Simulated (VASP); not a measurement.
Method: LDA (Ceperley-Alder, Perdew-Zunger), VASP's LDA PAW potentials (set 64) (plane waves; VASP).

The input files of a VASP run:

### KPOINTS
```
Automatic mesh
0
Gamma
9 9 9
0 0 0
```

**INCAR**
```
SYSTEM = TiC
PREC = Accurate
ENCUT = 400
EDIFF = 1E-6
NELM = 100
ALGO = Normal
LREAL = .FALSE.
LASPH = .TRUE.
ISMEAR = -1
SIGMA = 0.1
LMAXMIX = 4
LWAVE = .FALSE.
LCHARG = .FALSE.
ISIF = 2
```

### POSCAR
```
TiC
1.0
  0.0000000000   2.1650000000   2.1650000000
  2.1650000000   0.0000000000   2.1650000000
  2.1650000000   2.1650000000   0.0000000000
Ti C
1 1
direct
  0.0000000000   0.0000000000   0.0000000000
  0.5000000000   0.5000000000   0.5000000000
```

POTCAR, in this order: Ti_sv C (LDA.64 set). Program: vasp_std.

Output of the run:

**OUTCAR**
```
 ion  position               nearest neighbor table
   1  0.000  0.000  0.000-   2 2.17   2 2.17   2 2.17   2 2.17   2 2.17   2 2.17
   2  0.500  0.500  0.500-   1 2.17   1 2.17   1 2.17   1 2.17   1 2.17   1 2.17
  LATTYP: Found a face centered cubic cell.
 ALAT       =     4.3300000000
 Subroutine PRICEL returns:
 Original cell was already a primitive cell.
 Subroutine GETGRP returns: Found 48 space group operations
The static configuration has the point symmetry O_h .
The dynamic configuration has the point symmetry O_h .
 Subroutine INISYM returns: Found 48 space group operations
 Subroutine IBZKPT returns following result:
 Found     35 irreducible k-points:

 Following reciprocal coordinates:
            Coordinates               Weight
  0.000000  0.000000  0.000000      1.000000
  0.111111  0.000000  0.000000      8.000000
  0.222222  0.000000  0.000000      8.000000
  0.333333  0.000000  0.000000      8.000000
  0.444444  0.000000  0.000000      8.000000
  0.111111  0.111111  0.000000      6.000000
  0.222222  0.111111  0.000000     24.000000
  0.333333  0.111111  0.000000     24.000000
  0.444444  0.111111  0.000000     24.000000
...
```

OSZICAR:
```
       N       E                     dE             d eps       ncg     rms          rms(c)
DAV:   1     0.985615965221E+02    0.98562E+02   -0.72246E+03   852   0.133E+03
DAV:   2    -0.180915327536E+02   -0.11665E+03   -0.11157E+03   880   0.345E+02
DAV:   3    -0.256861563942E+02   -0.75946E+01   -0.73896E+01  1088   0.879E+01
DAV:   4    -0.260314130435E+02   -0.34526E+00   -0.34485E+00  1068   0.183E+01
DAV:   5    -0.260418068176E+02   -0.10394E-01   -0.10393E-01  1168   0.281E+00    0.184E+01
DAV:   6    -0.212754825899E+02    0.47663E+01   -0.32167E+01   976   0.698E+01    0.729E+00
DAV:   7    -0.205697519788E+02    0.70573E+00   -0.51138E+00   996   0.289E+01    0.489E+00
DAV:   8    -0.205275692969E+02    0.42183E-01   -0.14712E-01   904   0.482E+00    0.314E+00
DAV:   9    -0.205137224525E+02    0.13847E-01   -0.16861E-01   932   0.497E+00    0.786E-01
DAV:  10    -0.205100202677E+02    0.37022E-02   -0.17016E-02  1124   0.189E+00    0.569E-01
DAV:  11    -0.205084211803E+02    0.15991E-02   -0.11102E-02   896   0.159E+00    0.163E-01
DAV:  12    -0.205083134181E+02    0.10776E-03   -0.12057E-03   864   0.553E-01    0.486E-02
DAV:  13    -0.205082921885E+02    0.21230E-04   -0.44664E-05  1088   0.680E-02    0.156E-02
DAV:  14    -0.205082904293E+02    0.17592E-05   -0.39809E-06   872   0.207E-02    0.313E-03
DAV:  15    -0.205082903075E+02    0.12185E-06   -0.40330E-07   452   0.862E-03
   1 F= -.20508290E+02 E0= -.20502849E+02  d E =-.108819E-01
```

OUTCAR:
```
------------------------ aborting loop because EDIFF is reached ----------------------------------------
  FORCE on cell =-STRESS in cart. coord.  units (eV):
  Direction    XX          YY          ZZ          XY          YZ          ZX
  --------------------------------------------------------------------------------------
  Total       -1.6766202     -1.6766202     -1.6766202      0.0000000      0.0000000     -0.0000000
  in kB     -132.3553725   -132.3553725   -132.3553725      0.0000000      0.0000000     -0.0000000
  external PRESSURE =    -132.3553725 kB  Pullay stress =       0.0000000 kB
  volume of cell :       20.30
      direct lattice vectors                 reciprocal lattice vectors
     0.000000000  2.165000000  2.165000000    -0.230946882  0.230946882  0.230946882
     2.165000000  0.000000000  2.165000000     0.230946882 -0.230946882  0.230946882
     2.165000000  2.165000000  0.000000000     0.230946882  0.230946882 -0.230946882
 POSITION                                       TOTAL-FORCE (eV/Angst)
 -----------------------------------------------------------------------------------
      0.00000      0.00000      0.00000        -0.000000     -0.000000     -0.000000
      2.16500      2.16500      2.16500         0.000000      0.000000      0.000000
 -----------------------------------------------------------------------------------
    total drift:                                0.000000     -0.000000     -0.000000
  FREE ENERGIE OF THE ION-ELECTRON SYSTEM (eV)
  ---------------------------------------------------
  free  energy   TOTEN  =       -20.5082903075 eV

  energy  without entropy=      -20.4974083756  energy(sigma->0) =      -20.50284934
```
(Selected blocks of OUTCAR.)

At this cut-off the stress carries a Pulay error, which pulls relaxed volumes low.

The structure is a typed TiC crystal (Fm-3m). The cell was not relaxed at this level. The run is one of a series of settings (GGA removed, POTCAR Ti_sv C (LDA.64 set) against the base run), some of them coarse on purpose.
